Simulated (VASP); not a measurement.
A cell of Sb (a7) near equilibrium:

```
CELL_PARAMETERS angstrom
      4.02128    -2.19293    -0.00189
      4.02128     2.19293    -0.00189
      2.82710     0.00000     3.60376
ATOMIC_POSITIONS crystal
  Sb 0.23296 0.23296 0.23296
  Sb 0.76704 0.76704 0.76704
```

Calculation: PBE GGA, VASP's PBE PAW potentials (set 64) (plane waves; VASP).

| run | ΔE (meV/atom) | σxx | σyy | σzz | largest shear component, with its sign (GPa) | largest force (eV/Å) |
|---|---|---|---|---|---|---|
| as it is | 0.0 | 0.06 | -0.02 | -0.01 | 0.03 | 0.009 |
| after one change | 19.6 | 3.14 | 3.77 | 3.70 | -0.21 | 0.311 |
Stress is in GPa, positive when the cell is compressed.

Problem. Which change was made?
A) atom 2 (Sb) moved by 0.050 Å along z
B) atom 2 (Sb) moved by -0.025 Å along x
C) isotropic strain of -2.0 %
D) biaxial strain of -0.5 % in the xy plane

Solution. C, isotropic strain of -2.0 %

The compound is Sb in the a7 structure.
